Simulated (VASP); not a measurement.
Write the native input for VASP 6.6.1 that does the following.

- Task: single point
- Functional: PBE
- Potentials or basis: VASP PAW PBE potentials, release 64 (Y_sv, N)
- Cutoff: 520 eV
- k mesh: 4 × 5 × 1
- Occupations: gaussian, width 0.1 eV
- Spin: no spin polarisation
- Dipole correction: yes
- Further INCAR settings: ALGO = Fast; EDIFF = 1e-06; NBANDS = 60

The structure of Y4N lies in POSCAR:

```
Y4N
1.0
    7.3129608291      0.0000000000      0.0000000000
    0.0000000000      5.6740148963      0.0000000000
    0.0000000000      0.0000000000     21.9980757826
Y N
8 2
Direct
    0.0000000000      0.7500000000      0.1818340858
    0.5000000000      0.7500000000      0.1818340858
    0.2500000000      0.2500000000      0.2298171451
    0.7500000000      0.2500000000      0.2298171451
    0.2500000000      0.7500000000      0.3130925676
    0.7500000000      0.7500000000      0.3130925676
    0.0000000000      0.2500000000      0.3635806996
    0.5000000000      0.2500000000      0.3635806996
    0.3232590014      0.2500000000      0.4435876974
    0.6767409986      0.2500000000      0.4435876974
```

One way to write it, as run:

INCAR

```
SYSTEM = Y4N
ALGO = Fast
DIPOL = 0.5 0.5 0.306
EDIFF = 1E-6
ENCUT = 520
GGA = PE
IDIPOL = 3
ISIF = 2
ISMEAR = 0
LASPH = .True.
LCHARG = .False.
LDIPOL = .True.
LREAL = .False.
LWAVE = .False.
NBANDS = 60
NELM = 100
PREC = Accurate
SIGMA = 0.1
```

KPOINTS

```
k-points
0
Gamma
  4 5 1
  0 0 0
```

Potentials or basis: VASP PAW PBE potentials, release 64 (Y_sv, N).

The run is started by

```console
$ cat potpaw_PBE.64/Y_sv/POTCAR potpaw_PBE.64/N/POTCAR > POTCAR
$ mpirun -np 1 vasp_std > vasp.out
```

Results of the run:

The largest force is 2.413 eV/Å and the band gap on the k mesh is none (metal or under the smearing width).

Run time: 60 min on 1 thread of Intel(R) Xeon(R) Platinum 8488C (Sapphire Rapids) (shared host), peak memory 0.98 GiB.
